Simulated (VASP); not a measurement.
Input:

```xyz
2
Lattice="0.0000 3.2820 3.2820 3.2820 0.0000 3.2820 3.2820 3.2820 0.0000" Properties=species:S:1:pos:R:3 pbc="T T T"
Rb     0.0000     0.0000     0.0000
Cl     3.2820     3.2820     3.2820
```

Level of theory: PBE GGA with D4 dispersion, VASP's PBE PAW potentials (set 64) (plane waves; VASP 6.6.1). Settings: 520 eV cut-off, 7×7×7 Γ-centred mesh, Gaussian smearing of 0.050 eV, potentials Rb_sv Cl.

Q: What does the run give for the energy per atom (σ→0), band gap (on the k-mesh) with the smallest direct gap where there is one?

A: 
The band gap (on the k-mesh) is 5.02 eV and the smallest direct gap (on the k-mesh) comes out as 5.02 eV. The energy per atom (σ→0) is -3.437 eV/atom.

The absolute energy has meaning only against runs of the same code, potentials and settings.

The compound is RbCl in the rock salt structure. This cell is one point of a volume scan, at 0.97 of the reference volume.
